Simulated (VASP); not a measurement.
# Hf (Hafnium): input slips in a phonon run and what they do, part 2 of 2

Some phonon runs on Hf (Hafnium) get a fault in the input on purpose. Which of them show, and how? The starting structure is a measured crystal structure from the Crystallography Open Database.

VASP 6.6.1.

Results so far: reference B1g 108.5 cm⁻¹; finite displacements, else as the reference B1g 107.8 cm⁻¹; a structure that was not relaxed B1g 72.2 cm⁻¹.

### Step 5. Modes with perturbation theory asked for with a meta-GGA

Level of this step: the functional as typed; plane waves and PAW (Hf_pv) (VASP).

A slip made on purpose: perturbation theory asked for with a meta-GGA. Against step 2 the input has METAGGA = R2SCAN, LASPH = .TRUE. and no GGA (also changed: NELM).

INCAR

```
SYSTEM = Hf
PREC = Accurate
ENCUT = 450
EDIFF = 1E-08
NELM = 60
ISMEAR = 1
SIGMA = 0.15
LREAL = .FALSE.
ALGO = Normal
NBANDS = 16
LORBIT = 11
LWAVE = .FALSE.
LCHARG = .FALSE.
KPAR = 2
IBRION = 8
ISIF = 2
METAGGA = R2SCAN
LASPH = .TRUE.
```

POSCAR

```
Hf
1.0
    3.1192778156      0.0000000000      0.0000000000
   -1.5596389078      2.7013738298      0.0000000000
    0.0000000000      0.0000000000      4.9447047116
Hf
2
Direct
    0.6666666667      0.3333333333      0.7500000000
    0.3333333333      0.6666666667      0.2500000000
```

KPOINTS

```
Automatic mesh
0
Gamma
12 12 8
0 0 0
```

The projector-augmented-wave data sets are Hf_pv (LDA family, release 64).

The run is started by

```sh
> mpirun -np 2 vasp_std
```

What it wrote:

```text
[banner, memory and clock lines left out]
running    2 mpi-ranks, on    1 nodes
[...]
|                                                                             |
|               ----> ADVICE to this user running VASP <----                  |
|                                                                             |
|     You enforced a specific xc type in the INCAR file but a different       |
|     [... a line on the potential file left out ...]
|     I HOPE YOU KNOW WHAT YOU ARE DOING!                                     |
|                                                                             |

 LDA part: xc-table for (None), standard interpolation
 POSCAR, INCAR and KPOINTS ok, starting setup
[...]
entering main loop
       N       E                     dE             d eps       ncg     rms          rms(c)
DAV:   1    -0.201023267427E+04   -0.20102E+04   -0.11199E+04  3056   0.112E+03
DAV:   2    -0.207753380788E+04   -0.67301E+02   -0.65798E+02  4056   0.249E+02
[...]
1 F= -.20736006E+04 E0= -.20736002E+04  d E =-.107764E-02
|                                                                             |
|     EEEEEEE  RRRRRR   RRRRRR   OOOOOOO  RRRRRR      ###     ###     ###     |
|     E        R     R  R     R  O     O  R     R     ###     ###     ###     |
|     E        R     R  R     R  O     O  R     R     ###     ###     ###     |
|     EEEEE    RRRRRR   RRRRRR   O     O  RRRRRR       #       #       #      |
|     E        R   R    R   R    O     O  R   R                               |
|     E        R    R   R    R   O     O  R    R      ###     ###     ###     |
|     EEEEEEE  R     R  R     R  OOOOOOO  R     R     ###     ###     ###     |
|                                                                             |
|     You have switched on METAGGA and linear-response routines. This         |
|     combination is currently not supported. If you have selected            |
|     LEPSILON=.TRUE., you can try using LCALCEPS=.TRUE. instead. In all      |
|     other cases, VASP will stop. SOOO sorry...                              |
|                                                                             |
|       ---->  I REFUSE TO CONTINUE WITH THIS SICK JOB ... BYE!!! <----       |
|                                                                             |

1
1
```

Wall time 69 s (2 MPI ranks of Intel Xeon Platinum 8488C (Sapphire Rapids), shared host).

VASP stopped with this message: “You have switched on METAGGA and linear-response routines. This combination is currently not supported. If you have selected LEPSILON=.TRUE., you can try using LCALCEPS=.TRUE. instead”.

### Step 6. Modes with a displacement typed far too large

A slip made on purpose: a displacement typed far too large. Against step 2 the input has IBRION = 6, NFREE = 2 and POTIM = 0.25 (also changed: NELM and NSW).

INCAR: that of step 5 with these lines changed.

```diff
@@ -9,2 +9,3 @@
 ALGO = Normal
+GGA = CA
 NBANDS = 16
@@ -14,5 +15,6 @@
 KPAR = 2
-IBRION = 8
+IBRION = 6
+NFREE = 2
+POTIM = 0.25
+NSW = 1
 ISIF = 2
-METAGGA = R2SCAN
-LASPH = .TRUE.
```

POSCAR is that of step 5.

KPOINTS is that of step 5.

The run is started by

```sh
> mpirun -np 2 vasp_std
```

What it wrote:

```text
[... set-up lines as in an earlier step ...]
 entering main loop
       N       E                     dE             d eps       ncg     rms          rms(c)
[... 14 cycles as in an earlier step ...]
   1 F= -.21388202E+02 E0= -.21388964E+02  d E =0.228613E-02
[...]
2 F= -.21387994E+02 E0= -.21388740E+02  d E =0.223786E-02
[...]
3 F= -.21387994E+02 E0= -.21388740E+02  d E =0.223785E-02
[...]
4 F= -.21387773E+02 E0= -.21388510E+02  d E =0.221200E-02
[...]
5 F= -.21387773E+02 E0= -.21388510E+02  d E =0.221199E-02
 Finite differences progress:
  Degree of freedom:   2/  2
  Displacement:        2/  2
  Total:               4/  4
```

Wall time 1.7 min (2 MPI ranks); peak memory 0.73 GiB; 3.3 min of CPU time.

From OUTCAR (step 6):

```text
[... 6 parts as in an earlier step ...]

[... 1 further part left out ...]
[key lines of the parts left out:]
E-fermi :   5.3273
```

With a displacement typed far too large the modes are B1g 107.8, E2g 75.3 cm⁻¹, as with finite displacements, else as the reference.

### Step 7. Modes with a k mesh far too coarse

A slip made on purpose: a k mesh far too coarse. Against step 2 the input has a 2×2×2 mesh (also changed: NELM and KPAR).

INCAR: that of step 6 with these lines changed.

```diff
@@ -14,7 +14,3 @@
 LCHARG = .FALSE.
-KPAR = 2
-IBRION = 6
-NFREE = 2
-POTIM = 0.25
-NSW = 1
+IBRION = 8
 ISIF = 2
```

POSCAR is that of step 6.

KPOINTS

```
Automatic mesh
0
Gamma
2 2 2
0 0 0
```

The run is started by

```sh
> mpirun -np 2 vasp_std
```

What it wrote:

```text
[banner, memory and clock lines left out]
running    2 mpi-ranks, on    1 nodes
[...]
LDA part: xc-table for (Slater(with rela. corr.)+CA(PZ))
 , standard interpolation
 POSCAR, INCAR and KPOINTS ok, starting setup
[...]
entering main loop
       N       E                     dE             d eps       ncg     rms          rms(c)
DAV:   1     0.404392334784E+02    0.40439E+02   -0.10722E+04   128   0.108E+03
DAV:   2    -0.214721717894E+02   -0.61911E+02   -0.61035E+02   160   0.232E+02
DAV:   3    -0.230787796119E+02   -0.16066E+01   -0.16033E+01   168   0.247E+01
DAV:   4    -0.230887547142E+02   -0.99751E-02   -0.10009E-01   152   0.246E+00
[...]
DAV:  11    -0.224787879231E+02    0.15955E-05   -0.63641E-06   136   0.189E-02    0.433E-02
DAV:  12    -0.224787877186E+02    0.20445E-06   -0.41391E-07   160   0.459E-03    0.107E-02
DAV:  13    -0.224787877197E+02   -0.10764E-08   -0.19062E-08   104   0.106E-03
   1 F= -.22478788E+02 E0= -.22481374E+02  d E =0.775758E-02
[...]
RMM:  18    -0.199326741402E+00   -0.11337E-07   -0.14344E-07   383   0.197E-04    0.195E-06
RMM:  19    -0.199326752050E+00   -0.10647E-07   -0.15514E-07   372   0.197E-04    0.174E-06
RMM:  20    -0.199326737443E+00    0.14606E-07   -0.13904E-07   371   0.197E-04    0.171E-06
 first order change of Fermi-energy  -0.13420E-06
 force on displaced ion       1 direction 1 :  -0.776   0.000   0.000
 Linear response progress:
  Degree of freedom:   2/  2
       N       E                     dE             d eps       ncg     rms          rms(c)
RMM:   1    -0.223355413059E+00   -0.22336E+00    0.59629E+00   163   0.121E+01
RMM:   2    -0.234408867360E+00   -0.11053E-01   -0.36571E-02   200   0.112E+00    0.509E-01
RMM:   3    -0.234029059154E+00    0.37981E-03   -0.36467E-03   231   0.211E-01    0.269E-01
RMM:   4    -0.233591498168E+00    0.43756E-03   -0.64152E-04   239   0.922E-02    0.900E-02
[...]
RMM:  25    -0.233326359976E+00   -0.20212E-06   -0.44994E-06   112   0.213E-04    0.257E-06
RMM:  26    -0.233326207338E+00    0.15264E-06   -0.11270E-06   112   0.213E-04    0.245E-06
RMM:  27    -0.233326349984E+00   -0.14265E-06   -0.42890E-06   113   0.213E-04    0.251E-06
 first order change of Fermi-energy   0.21087E-05
 force on displaced ion       1 direction 3 :  -0.000   0.000 -15.165
 Linear response finished
```

Wall time 8.4 s (2 MPI ranks); peak memory 0.24 GiB.

OUTCAR, selected parts (step 7):

```text
  Total       -6.3911030     -6.3911030      1.1919139      0.0000000      0.0000000      0.0000000
  in kB     -245.7577899   -245.7577900     45.8327965      0.0000000      0.0000000      0.0000000
  external PRESSURE =    -148.5609278 kB  Pullay stress =       0.0000000 kB

[... 2 parts as in an earlier step ...]

[... 1 further part left out ...]
```

With a k mesh far too coarse the modes are B1g 215.0, E2g 48.6 cm⁻¹; the largest shift is +106.5 cm⁻¹, in B1g, from the reference.

### Step 8. All runs side by side

```
                                          run            ended    B1g   E2g                method  core minutes
                                    reference        converged  108.5  75.1   perturbation theory          6.54
  finite displacements, else as the reference        converged  107.8  75.3  finite displacements          2.67
             a structure that was not relaxed        converged   72.2  73.0   perturbation theory          6.57
perturbation theory asked for with a meta-GGA  stopped by VASP      -     -   perturbation theory           2.3
           a displacement typed far too large        converged  107.8  75.3  finite displacements          3.47
                      a k mesh far too coarse        converged  215.0  48.6   perturbation theory          0.28
```

Modes are in cm⁻¹, degenerate ones as one, matched between runs by symmetry and order. A number in brackets counts the listed modes of one symmetry from the lowest. The symmetry labels come from an automatic analysis and can be wrong where levels nearly coincide. Core minutes are wall time times ranks of the run shown, on a shared host.

### Step 9. Results

```
B1g, reference                                         : 108.5 cm⁻¹
E2g, reference                                         : 75.1 cm⁻¹
B1g, finite displacements, else as the reference       : 107.8 cm⁻¹
E2g, finite displacements, else as the reference       : 75.3 cm⁻¹
B1g, a structure that was not relaxed                  : 72.2 cm⁻¹
E2g, a structure that was not relaxed                  : 73.0 cm⁻¹
B1g, a displacement typed far too large                : 107.8 cm⁻¹
E2g, a displacement typed far too large                : 75.3 cm⁻¹
B1g, a k mesh far too coarse                           : 215.0 cm⁻¹
E2g, a k mesh far too coarse                           : 48.6 cm⁻¹
run with perturbation theory asked for with a meta-GGA : stopped by VASP
```

VASP stopped by itself in the run with perturbation theory asked for with a meta-GGA. Finished, but with signs in the output that stand out against the reference: a structure that was not relaxed, with modes off by up to -36 cm⁻¹, in B1g (signs: a pressure of -7.7 GPa on the undisplaced cell); a k mesh far too coarse, with modes off by up to +106 cm⁻¹, in B1g (signs: a pressure of -14.9 GPa on the undisplaced cell). The displacement typed far too large never took effect: VASP put its default in its place. Runs with finite displacements are held against the sound run of that kind. Further runs on this material are not shown.

[Lines on the potential files, build, host, timing and source positions are cut from VASP's logs without a mark.]

[Logs are printed without paths, hosts, clocks, repeated set-up lines and the standing remarks that a program may print on its own settings, such as how far it seeks lower states.]

[Hosts, paths, dates, database ids (printed as entryN), source tags and the programs' standing remarks are cut or masked in the printed files.]
